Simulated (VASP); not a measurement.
These are r2SCAN meta-GGA, VASP's PBE PAW potentials (set 64) (plane waves; VASP) values and carry that method's errors.

The input files of a VASP run:

File KPOINTS:
```
Automatic
0
Gamma
 10 10 10
```

File POSCAR:
```
NbTe
1
    0.0000000000     2.8427113526     2.8427113526
    2.8427113526    -0.0000000000     2.8427113526
    2.8427113526     2.8427113526    -0.0000000000
Nb Te
1 1
Direct
  1.0000000000   1.0000000000   0.0000000000
  0.5000000000   0.5000000000   0.5000000000
```

**INCAR**
```
SYSTEM = NbTe
PREC = Accurate; ENCUT = 400; LREAL = .FALSE.
LASPH = .TRUE.
EDIFF = 1E-6; NELM = 100; ALGO = Normal
LMAXMIX = 4; LMIXTAU = .TRUE.
ISMEAR = 1; SIGMA = 0.1
METAGGA = R2SCAN
IBRION = 2; NSW = 60; ISIF = 3
EDIFFG = -0.01
LWAVE = .FALSE.; LCHARG = .FALSE.
```

POTCAR, in this order: Nb_sv Te (PBE.64 set). Program: vasp_std.

Output of the run:

OUTCAR:
```
 ion  position               nearest neighbor table
   1  0.000  0.000  0.000-   2 2.84   2 2.84   2 2.84   2 2.84   2 2.84   2 2.84
   2  0.500  0.500  0.500-   1 2.84   1 2.84   1 2.84   1 2.84   1 2.84   1 2.84
  LATTYP: Found a face centered cubic cell.
 ALAT       =     5.6854227052
 Subroutine PRICEL returns:
 Original cell was already a primitive cell.
 Subroutine GETGRP returns: Found 48 space group operations
The static configuration has the point symmetry O_h .
The dynamic configuration has the point symmetry O_h .
 Subroutine INISYM returns: Found 48 space group operations
 Subroutine IBZKPT returns following result:
 Found     47 irreducible k-points:

 Following reciprocal coordinates:
            Coordinates               Weight
  0.000000  0.000000  0.000000      1.000000
  0.100000  0.000000  0.000000      8.000000
  0.200000  0.000000  0.000000      8.000000
  0.300000  0.000000  0.000000      8.000000
  0.400000  0.000000  0.000000      8.000000
  0.500000  0.000000  0.000000      4.000000
  0.100000  0.100000  0.000000      6.000000
  0.200000  0.100000  0.000000     24.000000
  0.300000  0.100000  0.000000     24.000000
...
```

### OSZICAR
```
       N       E                     dE             d eps       ncg     rms          rms(c)
DAV:   1     0.864876675161E+02    0.86488E+02   -0.84211E+03  1222   0.113E+03
DAV:   2    -0.493106872504E+02   -0.13580E+03   -0.13359E+03  1597   0.377E+02
DAV:   3    -0.563139189192E+02   -0.70032E+01   -0.68383E+01  1949   0.699E+01
DAV:   4    -0.566836642928E+02   -0.36975E+00   -0.35689E+00  1836   0.156E+01
DAV:   5    -0.567083197849E+02   -0.24655E-01   -0.24389E-01  2009   0.315E+00    0.920E+00
DAV:   6    -0.490846179591E+02    0.76237E+01   -0.47906E+00  1946   0.253E+01    0.393E+00
DAV:   7    -0.494936297260E+02   -0.40901E+00   -0.89428E-01  1462   0.905E+00    0.234E+00
DAV:   8    -0.491565777775E+02    0.33705E+00   -0.77464E-01  1382   0.804E+00    0.996E-01
DAV:   9    -0.493438379454E+02   -0.18726E+00   -0.46541E-02  1590   0.234E+00    0.519E-01
DAV:  10    -0.494243980796E+02   -0.80560E-01   -0.10097E-02  1492   0.109E+00    0.418E-01
DAV:  11    -0.494859088310E+02   -0.61511E-01   -0.91822E-03  1377   0.945E-01    0.310E-01
DAV:  12    -0.495480632688E+02   -0.62154E-01   -0.31651E-02  1442   0.166E+00    0.109E-01
DAV:  13    -0.495565583355E+02   -0.84951E-02   -0.10220E-02  1846   0.871E-01    0.106E-01
DAV:  14    -0.495564227084E+02    0.13563E-03   -0.92379E-04  1516   0.222E-01    0.656E-02
DAV:  15    -0.495555303217E+02    0.89239E-03   -0.19909E-03  1467   0.431E-01    0.171E-01
DAV:  16    -0.495565665133E+02   -0.10362E-02   -0.16237E-03  1367   0.384E-01    0.226E-02
DAV:  17    -0.495566579573E+02   -0.91444E-04   -0.12405E-04  1424   0.115E-01    0.235E-02
DAV:  18    -0.495566524482E+02    0.55091E-05   -0.10472E-05  1611   0.343E-02    0.143E-02
DAV:  19    -0.495566525214E+02   -0.73196E-07   -0.55736E-06  1524   0.192E-02
   1 F= -.49556653E+02 E0= -.49556588E+02  d E =-.495567E+02
       N       E                     dE             d eps       ncg     rms          rms(c)
DAV:   1    -0.495591052493E+02   -0.24528E-02   -0.85713E-02  1482   0.405E+00    0.355E-01
DAV:   2    -0.495567955812E+02    0.23097E-02   -0.10923E-02  1562   0.123E+00    0.149E-01
DAV:   3    -0.495565788018E+02    0.21678E-03   -0.80048E-04  2029   0.307E-01    0.532E-02
DAV:   4    -0.495565079293E+02    0.70872E-04   -0.38487E-04  2255   0.156E-01    0.341E-02
DAV:   5    -0.495565510897E+02   -0.43160E-04   -0.12219E-04  1582   0.114E-01    0.238E-02
DAV:   6    -0.495565836351E+02   -0.32545E-04   -0.24955E-05  1577   0.541E-02    0.957E-03
DAV:   7    -0.495565907235E+02   -0.70884E-05   -0.24522E-05  1953   0.307E-02    0.591E-03
DAV:   8    -0.495565896171E+02    0.11064E-05   -0.26571E-06  1301   0.164E-02    0.184E-03
DAV:   9    -0.495565917607E+02   -0.21436E-05   -0.98015E-07   741   0.108E-02    0.236E-03
DAV:  10    -0.495565913114E+02    0.44930E-06   -0.17705E-07   696   0.516E-03
   2 F= -.49556591E+02 E0= -.49556522E+02  d E =0.612101E-04
       N       E                     dE             d eps       ncg     rms          rms(c)
DAV:   1    -0.495576294791E+02   -0.10377E-02   -0.31796E-02  1487   0.247E+00    0.215E-01
DAV:   2    -0.495567813872E+02    0.84809E-03   -0.40616E-03  1567   0.747E-01    0.919E-02
DAV:   3    -0.495567024849E+02    0.78902E-04   -0.28899E-04  1998   0.186E-01    0.322E-02
DAV:   4    -0.495566807208E+02    0.21764E-04   -0.14868E-04  2194   0.980E-02    0.208E-02
DAV:   5    -0.495566851383E+02   -0.44174E-05   -0.43194E-05  1542   0.691E-02    0.142E-02
DAV:   6    -0.495566971700E+02   -0.12032E-04   -0.91221E-06  1441   0.333E-02    0.592E-03
DAV:   7    -0.495566960746E+02    0.10954E-05   -0.98462E-06  1964   0.198E-02    0.373E-03
DAV:   8    -0.495566965349E+02   -0.46033E-06   -0.83494E-07   851   0.975E-03
   3 F= -.49556697E+02 E0= -.49556631E+02  d E =-.440135E-04
```

**OUTCAR**
```
------------------------ aborting loop because EDIFF is reached ----------------------------------------
  FORCE on cell =-STRESS in cart. coord.  units (eV):
  Direction    XX          YY          ZZ          XY          YZ          ZX
  --------------------------------------------------------------------------------------
  Total        0.0028537      0.0028537      0.0028537     -0.0000000      0.0000000     -0.0000000
  in kB        0.0996795      0.0996795      0.0996795     -0.0000000      0.0000000     -0.0000000
  external PRESSURE =       0.0996795 kB  Pullay stress =       0.0000000 kB
  volume of cell :       45.87
      direct lattice vectors                 reciprocal lattice vectors
    -0.000000000  2.841136644  2.841136644    -0.175985904  0.175985904  0.175985904
     2.841136644  0.000000000  2.841136644     0.175985904 -0.175985904  0.175985904
     2.841136644  2.841136644 -0.000000000     0.175985904  0.175985904 -0.175985904
 POSITION                                       TOTAL-FORCE (eV/Angst)
 -----------------------------------------------------------------------------------
      0.00000      0.00000      0.00000         0.000000     -0.000000     -0.000000
      2.84114      2.84114      2.84114        -0.000000      0.000000      0.000000
 -----------------------------------------------------------------------------------
    total drift:                               -0.000000      0.000000      0.000000
  FREE ENERGIE OF THE ION-ELECTRON SYSTEM (eV)
  ---------------------------------------------------
  free  energy   TOTEN  =       -49.5566965349 eV

  energy  without entropy=      -49.5564989579  energy(sigma->0) =      -49.55663068

 reached required accuracy - stopping structural energy minimisation
```
(Selected blocks of OUTCAR.)

CONTCAR:
```
NbTe
   1.00000000000000
    -0.0000000000000000    2.8411366437923662    2.8411366437923662
     2.8411366437923662    0.0000000000000000    2.8411366437923662
     2.8411366437923662    2.8411366437923662   -0.0000000000000000
  Nb              Te
     1     1
Direct
     0.0000000000000000    0.0000000000000000    0.0000000000000000
     0.5000000000000000    0.5000000000000000    0.5000000000000000
```

OUTCAR:
```
 val. band max:       10.5369794440   @ k =  -0.4000   0.1000   0.0000

 cond. band min:      10.5757150506   @ k =   0.5000   0.4000   0.0000


 Fermi energy:        10.5456242899

 k-point     1 :       0.0000    0.0000    0.0000
  band No.  band energies     occupation
      1     -46.9813      2.00000
      2     -22.3829      2.00000
      3     -22.3829      2.00000
      4     -22.3829      2.00000
      5      -3.9464      2.00000
      6       8.7825      2.00000
      7       8.7825      2.00000
      8       8.7825      2.00000
      9       9.0576      2.00000
     10       9.0576      2.00000
     11       9.0576      2.00000
     12       9.4449      2.00000
     13       9.4449      2.00000

 k-point     2 :       0.1000    0.0000    0.0000
  band No.  band energies     occupation
      1     -46.9809      2.00000
      2     -22.3910      2.00000
      3     -22.3831      2.00000
      4     -22.3831      2.00000
      5      -3.8240      2.00000
      6       7.6091      2.00000
      7       7.8452      2.00000
      8       7.8452      2.00000
      9       9.2258      2.00000
     10       9.2258      2.00000
     11       9.6588      2.00000
     12      10.5110      1.54884
     13      10.5110      1.54883

 k-point     3 :       0.2000    0.0000    0.0000
  band No.  band energies     occupation
      1     -46.9797      2.00000
      2     -22.4125      2.00000
      3     -22.3838      2.00000
      4     -22.3838      2.00000
      5      -3.4766      2.00000
      6       6.0582      2.00000
      7       6.8917      2.00000
      8       6.8917      2.00000
      9       9.5589      2.00000
     10       9.5589      2.00000
     11      10.0285      2.00000
     12      11.9780     -0.00000
     13      11.9780     -0.00000

 k-point     4 :       0.3000    0.0000    0.0000
  band No.  band energies     occupation
      1     -46.9782      2.00000
      2     -22.4389      2.00000
      3     -22.3846      2.00000
...
```

Unless said otherwise, spin-orbit coupling is left out, though it shifts the bands of the heavy elements here.

The structure was generated: NbTe was put into the rock salt type (Fm-3m), which need not be its known phase. This run relaxes it. Symmetry was kept, so distortions that lower it aren't found. The start is the result of an earlier pass. The electron count is odd and the run is not spin-polarised, which forces a metal. VASP warned that the highest band is occupied, so more bands are needed.
